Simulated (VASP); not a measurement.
Here is the system:

```yaml
crystal:
  lattice:
    - [0.00000, 2.81126, 2.81126]
    - [2.81126, 0.00000, 2.81126]
    - [2.81126, 2.81126, 0.00000]
  atoms:
    - { symbol: Zn, position: [0.00000, 0.00000, 0.00000] }
    - { symbol: Se, position: [0.25000, 0.25000, 0.25000] }
```

Method: PBE GGA, VASP's PBE PAW potentials (set 64) (plane waves; VASP). Run with 520 eV cut-off, 8×8×8 Γ-centred mesh, Gaussian smearing of 0.050 eV, potentials Zn Se.

Problem. Give the stress tensor in GPa (positive for a compressed cell).

Solution. 
```
4.05  0.00  0.00
0.00  4.05  0.00
0.00  0.00  4.05
```
The pressure is its mean diagonal, 4.05 GPa.

The compound is ZnSe in the zinc blende structure. This cell is one point of a volume scan, at 0.94 of the reference volume.
